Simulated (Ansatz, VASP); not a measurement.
# ZrCu in two plane-wave programs

One calculation is typed for both programs; each brings its own data sets. How far apart do they land? The cell is taken from a series of runs on this material, whose earlier steps may have relaxed, scaled, displaced or heated it; both programs get it as it stands.

Program: Ansatz 0.2.0. Level of theory: plane waves, with VASP 6.6.1 beside it; single point at PBE. Results are calculated unless marked as measured.

## 1. The starting structure

The cell holds 30 atoms: 15 Cu and 15 Zr. Cell: a = 8.120 Å, b = 8.120 Å, c = 8.120 Å, α = 90.0°, β = 90.0°, γ = 90.0°. Kind glass; density_g_cm3 7.2; melt_temperature_k 2200; route random start, relaxed, short melt, two cooling runs, relaxed.

## 2. Ansatz: single point, PBE

Ansatz runs on its PAW soft_1 files.

A single point gives forces, pressure and levels at one fixed geometry, so differences don't come from the geometry; what else differs is listed under the comparison.

Input file input.yaml:

```yaml
crystal:
  lattice:
    - [8.1202287691, 0.0, 0.0]
    - [0.0, 8.1202287691, 0.0]
    - [0.0, 0.0, 8.1202287691]
  atoms:
    - { symbol: Cu, position: [0.8978155528, 0.4160396182, 0.7490010409] }
    - { symbol: Cu, position: [0.2825588539, 0.7056680309, 0.1893451216] }
    - { symbol: Cu, position: [1.0999151598, 0.2121615603, 0.8490269147] }
    - { symbol: Cu, position: [0.5974426169, 0.9079975529, 0.4574154131] }
    - { symbol: Cu, position: [0.4137943884, 1.0624254561, 1.0002606057] }
    - { symbol: Cu, position: [0.4017827214, 0.6952264733, 0.538581164] }
    - { symbol: Cu, position: [0.292775264, 0.4516931126, 0.7307608469] }
    - { symbol: Cu, position: [0.1143958598, 1.239538447, 0.5467040857] }
    - { symbol: Cu, position: [0.9763573494, 0.1378420782, 0.3009679392] }
    - { symbol: Cu, position: [0.7547094518, 0.6606143552, -0.0146632506] }
    - { symbol: Cu, position: [0.5899632839, 0.4316520327, 0.6001760478] }
    - { symbol: Cu, position: [0.1270444894, 0.9765443469, 1.0507048718] }
    - { symbol: Cu, position: [0.5643562669, 0.8616545993, 0.1567406673] }
    - { symbol: Cu, position: [0.8365710321, 0.4106779746, 0.435560278] }
    - { symbol: Cu, position: [0.3668325303, 0.3499623072, 0.4298809088] }
    - { symbol: Zr, position: [0.8015590978, 1.0055600636, -0.048251916] }
    - { symbol: Zr, position: [0.1138741241, 0.5680166515, 0.4557425293] }
    - { symbol: Zr, position: [0.2737155783, 0.9837139182, 0.3586092207] }
    - { symbol: Zr, position: [1.1234628563, 0.8946866648, 0.6908305936] }
    - { symbol: Zr, position: [0.594575711, 0.3598071063, 0.917320384] }
    - { symbol: Zr, position: [0.5849077823, 0.5621634251, 0.2664028842] }
    - { symbol: Zr, position: [0.2661399466, 0.3433578718, 0.115903601] }
    - { symbol: Zr, position: [0.8015843666, 0.1237637802, 0.601022011] }
    - { symbol: Zr, position: [0.6065788041, 0.1831566343, 0.2546886221] }
    - { symbol: Zr, position: [0.7875112185, 0.7134243403, 0.6396952953] }
    - { symbol: Zr, position: [0.9037280783, 0.3776292709, 0.1066998211] }
    - { symbol: Zr, position: [1.0873395891, 0.6444156161, -0.0630157443] }
    - { symbol: Zr, position: [0.4171262046, 1.1235607427, 0.6820349415] }
    - { symbol: Zr, position: [0.4505524318, 0.7414813354, 0.8621746649] }
    - { symbol: Zr, position: [0.8974222903, 0.8210212793, 0.2792663725] }
kpoints:
  mp_grid: { grid: [2, 2, 2] }
scf:
  occupations: { method: fermi_dirac, width: 0.05 }
  n_extra_bands: 27
hamiltonian:
  xc: pbe
  pseudopotentials: { kind: paw, azcp: { folder: soft_1 } }
output:
  forces: true
  stress: true
  dos:
    projected:
      site_lists:
        Cu: [0, 1, 2, 3, 4, 5, 6, 7, 8, 9, 10, 11, 12, 13, 14]
        Zr: [15, 16, 17, 18, 19, 20, 21, 22, 23, 24, 25, 26, 27, 28, 29]
    de: 0.05
    e_range: [-30, 12]
    method: { smearing: { sigma: 0.15, scheme: gaussian } }
  write_density: true
  write_potential: true
  elf: true
  volumetric_format: npy
```

Command:

```console
ansatz run input.yaml --threads 8 --pin off --max-ram 23552MiB --backend cpu --events-out ev --progress --plain --runs-dir out
```

Numbers of over 12 decimals in the logs are rounded to 6 here.

Output:

```text
scf.n_extra_bands = 27 over 233 filled bands (N_el = 465.0): the run solves 260 bands
Engine: ansatz 0.2.0, aarch64-unknown-linux-gnu
Pseudopotentials: kind: paw
Pseudopotential: Cu, paw, valence charge 19, recommended cutoff 420 eV (normal), soft_1/Cu.paw.azcp
Pseudopotential: Zr, paw, valence charge 12, recommended cutoff 420 eV (normal), soft_1/Zr.paw.azcp
Functional definition: PBE
  parameter kappa = 0.804
  parameter beta = 0.066725
  exchange = pbe_x(kappa = kappa, mu = beta*pi^2/3)
  correlation = pbe_c(beta = beta)
Crystal: 30 atoms, lattice volume = 535.433 Å³
Basis set: ecut = 420 eV, 10443 PW (Γ), exchange–correlation on 120×120×120 points (8 copies of the dense FFT grid, shifted against one another)
Bands: 260, of which v1, the nominal top of the filled ones, is band 233 counted from 1 (232 counted from 0)
Symmetry: 1 space group operations
Space group: P1 (ITA 1), of the structure as read, at distance tolerance 8.1e-5 Å
k-points: 8
Non-local potential: Cu, projectors of the file, l = 0: 3, l = 1: 2, l = 2: 3, l = 3: 1
Non-local potential: Zr, projectors of the file, l = 0: 3, l = 1: 2, l = 2: 2, l = 3: 1
PAW form: soft (Blöchl's): semilocal exchange-correlation on the pseudo side does not see the compensation charge
PAW one-centre angular grid: Cu, 590 points (default); XC on 64 Gauss nodes
PAW one-centre angular grid: Zr, 590 points (default); XC on 64 Gauss nodes
Initial density: superposition of atomic densities (chi_scale 0.1, normalization cell, long waves kept (reshape's long-wave potential 0.12 eV rms))
Initial wavefunctions: pseudopotential atomic-orbital guess
Functional: x = pbe(κ = 0.804, μ = 0.219515), c = pbe(β = 0.066725)
SCF iter   1: F=—  HF=-162391.789532 eV  |F-HF|=—  |Δ(HF+E_count)|=         —  Δρ=1.07e0  dr2=6.78e3  ethr=3.10e-3  ⟨swp⟩=5.0  Hψ=6601  notcnv=0
preconditioner: auto → Kerker (q_TF=auto, 2.665 Å⁻¹)  [metal: Δε(μ)=0.007 eV  Ē_g=3.558 eV  σ=0.050 eV  W_gap=0.04  n_scr=170 (ndim 8)  ℏωp=24.1 eV  f_vac=0.000  D(μ)=49.87/eV (n_scr^D=618)]
SCF iter   2: F=—  HF=-162167.034528 eV  |F-HF|=—  |Δ(HF+E_count)|=    2.25e2  Δρ=1.28e-1  dr2=2.09e2  ethr=3.10e-3  ⟨swp⟩=4.0  Hψ=6741  notcnv=0
SCF iter   3: F=—  HF=-162151.729562 eV  |F-HF|=—  |Δ(HF+E_count)|=    1.53e1  Δρ=2.77e-1  dr2=5.36e2  ethr=3.10e-3  ⟨swp⟩=4.0  Hψ=5126  notcnv=0  defer=22
SCF iter   4: F=—  HF=-162140.440835 eV  |F-HF|=—  |Δ(HF+E_count)|=    1.13e1  Δρ=6.70e-2  dr2=6.12e1  ethr=3.10e-3  ⟨swp⟩=3.1  Hψ=4525  notcnv=0  defer=10
SCF iter   5: F=—  HF=-162138.183062 eV  |F-HF|=—  |Δ(HF+E_count)|=    2.26e0  Δρ=3.14e-2  dr2=1.65e1  ethr=3.10e-3  ⟨swp⟩=3.6  Hψ=3141  notcnv=0  defer=10
SCF iter   6: F=—  HF=-162137.203210 eV  |F-HF|=—  |Δ(HF+E_count)|=   9.80e-1  Δρ=1.51e-2  dr2=9.81e-1  ethr=3.10e-3  ⟨swp⟩=2.4  Hψ=2657  notcnv=0  defer=15
SCF iter   7: F=—  HF=-162137.067499 eV  |F-HF|=—  |Δ(HF+E_count)|=   1.36e-1  Δρ=6.32e-3  dr2=2.05e-1  ethr=2.11e-4  ⟨swp⟩=3.0  Hψ=4150  notcnv=0  defer=15
SCF iter   8: F=—  HF=-162137.094216 eV  |F-HF|=—  |Δ(HF+E_count)|=   2.67e-2  Δρ=5.44e-3  dr2=2.14e-1  ethr=4.40e-5  ⟨swp⟩=2.0  Hψ=3101  notcnv=0  defer=15
SCF iter   9: F=—  HF=-162137.084426 eV  |F-HF|=—  |Δ(HF+E_count)|=   9.79e-3  Δρ=3.96e-3  dr2=9.88e-2  ethr=4.40e-5  ⟨swp⟩=1.0  Hψ=2065  notcnv=0  defer=15
SCF iter  10: F=—  HF=-162137.078408 eV  |F-HF|=—  |Δ(HF+E_count)|=   6.02e-3  Δρ=2.65e-3  dr2=4.16e-2  ethr=2.12e-5  ⟨swp⟩=1.1  Hψ=2066  notcnv=0  defer=15
SCF iter  11: F=—  HF=-162137.075769 eV  |F-HF|=—  |Δ(HF+E_count)|=   2.64e-3  Δρ=1.67e-3  dr2=1.70e-2  ethr=8.95e-6  ⟨swp⟩=1.1  Hψ=2066  notcnv=0  defer=15
SCF iter  12: F=—  HF=-162137.074346 eV  |F-HF|=—  |Δ(HF+E_count)|=   1.42e-3  Δρ=7.43e-4  dr2=1.53e-3  ethr=3.65e-6  ⟨swp⟩=2.0  Hψ=3843  notcnv=0  defer=15
SCF iter  13: F=—  HF=-162137.074012 eV  |F-HF|=—  |Δ(HF+E_count)|=   3.34e-4  Δρ=2.08e-4  dr2=4.87e-4  ethr=3.28e-7  ⟨swp⟩=2.0  Hψ=3962  notcnv=0  defer=15
SCF iter  14: F=—  HF=-162137.073994 eV  |F-HF|=—  |Δ(HF+E_count)|=   1.79e-5  Δρ=7.71e-5  dr2=5.52e-5  ethr=1.05e-7  ⟨swp⟩=2.0  Hψ=2831  notcnv=0  defer=15
SCF iter  15: F=—  HF=-162137.073598 eV  |F-HF|=—  |Δ(HF+E_count)|=   3.96e-4  Δρ=1.01e-4  dr2=5.23e-5  ethr=1.19e-8  ⟨swp⟩=2.0  Hψ=3884  notcnv=0  defer=15
SCF iter  16: F=—  HF=-162137.073590 eV  |F-HF|=—  |Δ(HF+E_count)|=   7.63e-6  Δρ=3.31e-5  dr2=4.94e-6  ethr=1.13e-8  ⟨swp⟩=2.0  Hψ=3736  notcnv=0  defer=15
SCF iter  17: F=—  HF=-162137.073590 eV  |F-HF|=—  |Δ(HF+E_count)|=   4.90e-7  Δρ=1.16e-5  dr2=4.53e-7  ethr=1.06e-9  ⟨swp⟩=2.0  Hψ=3873  notcnv=0  defer=15
SCF iter  18: F=—  HF=-162137.073590 eV  |F-HF|=—  |Δ(HF+E_count)|=   4.55e-8  Δρ=7.06e-6  dr2=2.66e-7  ethr=9.73e-11  ⟨swp⟩=2.0  Hψ=3924  notcnv=0  defer=15
SCF iter  19: F=-162137.073590 eV  HF=-162137.073590 eV  |F-HF|=2.14e-8  |Δ(HF+E_count)|=   2.98e-8  Δρ=2.29e-6  dr2=3.48e-8  ethr=2.15e-11  ⟨swp⟩=12.4  Hψ=13323  notcnv=0
[...]
k-point 1: bands = [... 229 lower, 14.1296, 14.2786, 14.3592, 14.3751, 14.4481, 14.5320, 14.6816, 14.7199, ... 23 higher]
  k-point 2: bands = [... 229 lower, 14.1667, 14.2242, 14.3187, 14.4178, 14.4975, 14.5608, 14.6107, 14.7157, ... 23 higher]
  k-point 7: bands = [... 229 lower, 14.1623, 14.2585, 14.3205, 14.4408, 14.5601, 14.5937, 14.6203, 14.6854, ... 23 higher]
```

[end of part 1 of 2]

[Lines on the potential files, build, host, timing and source positions are cut from VASP's logs without a mark.]

[Logs are printed without paths, hosts, clocks, repeated set-up lines and the standing remarks that a program may print on its own settings, such as how far it seeks lower states.]

[Hosts, paths, dates, database ids (printed as entryN), source tags and the programs' standing remarks are cut or masked in the printed files.]
